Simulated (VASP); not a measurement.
Level of theory: PBE GGA, VASP's PBE PAW potentials (set 64) (plane waves; VASP).

A VASP calculation is set up with these files.

### KPOINTS
```
Automatic mesh
0
Gamma
8 8 8
0 0 0
```

INCAR:
```
ALGO = Normal
EDIFF = 1E-6
ENCUT = 400
GGA = PE
ISIF = 2
ISMEAR = 1
LASPH = .TRUE.
LCHARG = .FALSE.
LMAXMIX = 6
LREAL = .FALSE.
LWAVE = .FALSE.
NELM = 100
PREC = Accurate
SIGMA = 0.1
SYSTEM = PtAl2
```

**POSCAR**
```
PtAl2
1
    0.0000000000     2.9550000000     2.9550000000
    2.9550000000     0.0000000000     2.9550000000
    2.9550000000     2.9550000000     0.0000000000
Al Pt
2 1
Direct
  0.2500000000   0.2500000000   0.2500000000
  0.7500000000   0.7500000000   0.7500000000
  0.0000000000   0.0000000000   0.0000000000
```

POTCAR, in this order: Al Pt (PBE.64 set). Program: vasp_std.

The resulting files:

OSZICAR:
```
       N       E                     dE             d eps       ncg     rms          rms(c)
DAV:   1     0.425558488211E+02    0.42556E+02   -0.58180E+03   720   0.904E+02
DAV:   2    -0.151659446656E+02   -0.57722E+02   -0.51552E+02   856   0.169E+02
DAV:   3    -0.167841806323E+02   -0.16182E+01   -0.16019E+01   884   0.278E+01
DAV:   4    -0.167971746319E+02   -0.12994E-01   -0.12989E-01   824   0.302E+00
DAV:   5    -0.167973748817E+02   -0.20025E-03   -0.20025E-03   896   0.391E-01    0.865E+00
DAV:   6    -0.163405883405E+02    0.45679E+00   -0.24855E+00   804   0.155E+01    0.225E+00
DAV:   7    -0.162607297888E+02    0.79859E-01   -0.19809E-01   760   0.454E+00    0.170E+00
DAV:   8    -0.162310239401E+02    0.29706E-01   -0.31149E-02   792   0.176E+00    0.251E-01
DAV:   9    -0.162310172733E+02    0.66668E-05   -0.19229E-03   808   0.430E-01    0.164E-01
DAV:  10    -0.162311705631E+02   -0.15329E-03   -0.32596E-04   764   0.151E-01    0.180E-02
DAV:  11    -0.162311676906E+02    0.28725E-05   -0.17891E-05   836   0.444E-02    0.837E-03
DAV:  12    -0.162311694881E+02   -0.17975E-05   -0.55172E-06   752   0.179E-02    0.234E-03
DAV:  13    -0.162311694144E+02    0.73654E-07   -0.57033E-07   488   0.787E-03
   1 F= -.16231169E+02 E0= -.16231415E+02  d E =0.736410E-03
```

### OUTCAR
```
------------------------ aborting loop because EDIFF is reached ----------------------------------------
  FORCE on cell =-STRESS in cart. coord.  units (eV):
  Direction    XX          YY          ZZ          XY          YZ          ZX
  --------------------------------------------------------------------------------------
  Total        0.7387796      0.7387796      0.7387796      0.0000000      0.0000000      0.0000000
  in kB       22.9362819     22.9362819     22.9362819      0.0000000      0.0000000      0.0000000
  external PRESSURE =      22.9362819 kB  Pullay stress =       0.0000000 kB
  volume of cell :       51.61
      direct lattice vectors                 reciprocal lattice vectors
     0.000000000  2.955000000  2.955000000    -0.169204738  0.169204738  0.169204738
     2.955000000  0.000000000  2.955000000     0.169204738 -0.169204738  0.169204738
     2.955000000  2.955000000  0.000000000     0.169204738  0.169204738 -0.169204738
 POSITION                                       TOTAL-FORCE (eV/Angst)
 -----------------------------------------------------------------------------------
      1.47750      1.47750      1.47750        -0.000000      0.000000     -0.000000
      4.43250      4.43250      4.43250         0.000000     -0.000000      0.000000
      0.00000      0.00000      0.00000        -0.000000      0.000000     -0.000000
 -----------------------------------------------------------------------------------
    total drift:                               -0.000000     -0.000000      0.000000
  FREE ENERGIE OF THE ION-ELECTRON SYSTEM (eV)
  ---------------------------------------------------
  free  energy   TOTEN  =       -16.2311694144 eV

  energy  without entropy=      -16.2319058245  energy(sigma->0) =      -16.23141488
```
(Selected blocks of OUTCAR.)

The compound is PtAl2 in the fluorite structure. The cell was not relaxed at this level.
